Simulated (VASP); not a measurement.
Given:

```
CELL_PARAMETERS angstrom
      0.00000     2.96054     2.96054
      2.96054     0.00000     2.96054
      2.96054     2.96054     0.00000
ATOMIC_POSITIONS crystal
  Ge 0.00000 0.00000 0.00000
  Ge 0.25000 0.25000 0.25000
```

Level of theory: PBE GGA, VASP's PBE PAW potentials (set 64) (plane waves; VASP). Settings: 480 eV cut-off, 10×10×10 Γ-centred mesh, first-order Methfessel-Paxton smearing of 0.10 eV, potentials Ge_d.

Task: Give the stress tensor in GPa (positive for a compressed cell).

Result: 
```
-4.08   0.00   0.00
 0.00  -4.08   0.00
 0.00   0.00  -4.08
```
The pressure is its mean diagonal, -4.08 GPa.

The compound is Ge in the diamond structure. This cell was strained or had an atom moved on purpose.
